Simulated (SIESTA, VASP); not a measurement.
An input for SIESTA (GGA PBE+U, numerical atomic orbitals DZP, PseudoDojo PBE standard norm-conserving potentials (rewritten from UPF to PSML)):

```
# files in the folder: Ba.psml Ti.psml O.psml (PseudoDojo PBE standard)
SystemName  BaTiO3
SystemLabel batio3

NumberOfAtoms                5
NumberOfSpecies              3
%block ChemicalSpeciesLabel
  1 56 Ba
  2 22 Ti
  3 8 O
%endblock ChemicalSpeciesLabel
LatticeConstant              3.990000 Ang
%block LatticeVectors
     1.000000000    0.000000000    0.000000000
     0.000000000    1.000000000    0.000000000
     0.000000000    0.000000000    1.012531328
%endblock LatticeVectors
AtomicCoordinatesFormat      Ang
%block AtomicCoordinatesAndAtomicSpecies
     0.000000000    0.000000000    0.000000000  1
     1.995000000    1.995000000    2.072520000  2
     1.995000000    1.995000000    3.947080000  3
     0.000000000    1.995000000    1.967480000  3
     1.995000000    0.000000000    1.967480000  3
%endblock AtomicCoordinatesAndAtomicSpecies

XC.functional                GGA
XC.authors                   PBE
PAO.BasisSize                DZP
PAO.EnergyShift              0.01 Ry
MeshCutoff                   350 Ry
%block kgrid.MonkhorstPack
    7   0   0  0.0
    0   7   0  0.0
    0   0   7  0.0
%endblock kgrid.MonkhorstPack
OccupationFunction           FD
ElectronicTemperature        580.23 K
DFTU.ProjectorGenerationMethod 2
DFTU.CutoffNorm              0.9
DFTU.FirstIteration          true
%block DFTU.proj
  Ti 1
  n=3 2
  5.00 0.00
  0.00 0.00
%endblock DFTU.proj

MaxSCFIterations             150
SCF.Mixer.Method             Pulay
SCF.Mixer.Weight             0.1
SCF.Mixer.History            8
SCF.DM.Tolerance             1.0E-05
Diag.ParallelOverK           true
WriteForces                  true
Charge.Mulliken              end
```

Problem. Translate it to VASP.

Solution. One set of files that does it:

**KPOINTS**
```
Automatic mesh
0
Gamma
7 7 7
0 0 0
```

File POSCAR:
```
BaTiO3
1
    3.9900000000     0.0000000000     0.0000000000
    0.0000000000     3.9900000000     0.0000000000
    0.0000000000     0.0000000000     4.0400000000
Ba Ti O
1 1 3
Direct
  0.0000000000   0.0000000000   0.0000000000
  0.5000000000   0.5000000000   0.5130000000
  0.5000000000   0.5000000000   0.9770000000
  0.0000000000   0.5000000000   0.4870000000
  0.5000000000   0.0000000000   0.4870000000
```

### INCAR
```
# general
SYSTEM   = BaTiO3
PREC     = Accurate
ENCUT    = 400   # plane-wave cut-off (eV)
LREAL    = F
LASPH    = T

# electronic loop
EDIFF    = 1E-6   # SCF stop (eV)
NELM     = 100   # most electronic steps
ALGO     = Normal   # blocked Davidson
LMAXMIX  = 4

# smearing
ISMEAR   = -1
SIGMA    = 0.05   # width (eV)

# functional
GGA      = PE   # PBE

# DFT+U
LDAU     = T
LDAUTYPE = 2
LDAUL    = -1 2 -1
LDAUU    = 0 5.0 0
LDAUJ    = 0 0 0

# ions
ISIF     = 2

# output
LWAVE    = F
LCHARG   = F
```

POTCAR, in this order: Ba_sv Ti_sv O (PBE.64 set). Program: vasp_std.

Both are inputs of real runs that ended normally. What can't carry over is the choice of potentials or basis and its cut-off, and each code's defaults.

The structure is a typed BaTiO3 crystal. The cell was not relaxed at this level, and it may have been scaled.
